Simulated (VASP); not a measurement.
Input for VASP

KPOINTS:
```
kpoints
0
Gamma
 17 17 9
```

File POSCAR:
```
Co
1
    1.2373367532    -2.1431303525     0.0000000000
    1.2373367532     2.1431303525     0.0000000000
    0.0000000000     0.0000000000     3.9933208759
Co
2
Direct
  0.3333330000   0.6666670000   0.2500000000
  0.6666670000   0.3333330000   0.7500000000
```

**INCAR**
```
SYSTEM = Co
PREC = Accurate
ENCUT = 500
EDIFF = 1E-6
NELM = 100
ALGO = Normal
LREAL = .FALSE.
LASPH = .TRUE.
ISMEAR = 1
SIGMA = 0.1
GGA = PE
LMAXMIX = 4
ISPIN = 2
MAGMOM = 1.6 1.6
LORBIT = 10
LWAVE = .FALSE.
LCHARG = .FALSE.
IBRION = 2
ISIF = 3
NSW = 40
EDIFFG = -0.02
PSTRESS = 100
```

POTCAR, in this order: Co (PBE.64 set). Program: vasp_std.

Q: Write an equivalent input for Quantum ESPRESSO's pw.x.

A: One equivalent input (not run):
```
&CONTROL
  calculation = 'vc-relax'
  pseudo_dir = './pseudo'
  outdir = './out'
  tprnfor = .true.
  tstress = .true.
  nstep = 40
  forc_conv_thr = 0.00078
/
&SYSTEM
  ibrav = 0
  nat = 2
  ntyp = 1
  ecutwfc = 96
  occupations = 'smearing'
  smearing = 'methfessel-paxton'
  degauss = 0.00735
  input_dft = 'pbe'
  nspin = 2
  starting_magnetization(1) = 0.16
/
&ELECTRONS
  conv_thr = 7.3e-08
  electron_maxstep = 100
/
&IONS
/
&CELL
  press = 100
/
ATOMIC_SPECIES
  Co 58.933 Co.upf
CELL_PARAMETERS angstrom
     1.2373368   -2.1431304    0.0000000
     1.2373368    2.1431304    0.0000000
     0.0000000    0.0000000    3.9933209
ATOMIC_POSITIONS crystal
  Co   0.3333330  0.6666670  0.2500000
  Co   0.6666670  0.3333330  0.7500000
K_POINTS automatic
  17 17 9 0 0 0
```
What does not carry over: the potentials are each code's own (VASP's PAW set, PseudoDojo norm-conserving files in pw.x), so ENCUT and ecutwfc are chosen apart and not converted; conv_thr bounds pw.x's estimated SCF error, while EDIFF bounds the energy change between steps; starting_magnetization is a fraction of the valence charge and MAGMOM a moment in μB, so they match only roughly; forc_conv_thr acts on force components and is met together with etot_conv_thr.

The compound is Co in the hcp structure. This run relaxes it under an external pressure of 10 GPa. Symmetry was kept, so distortions that lower it aren't found.
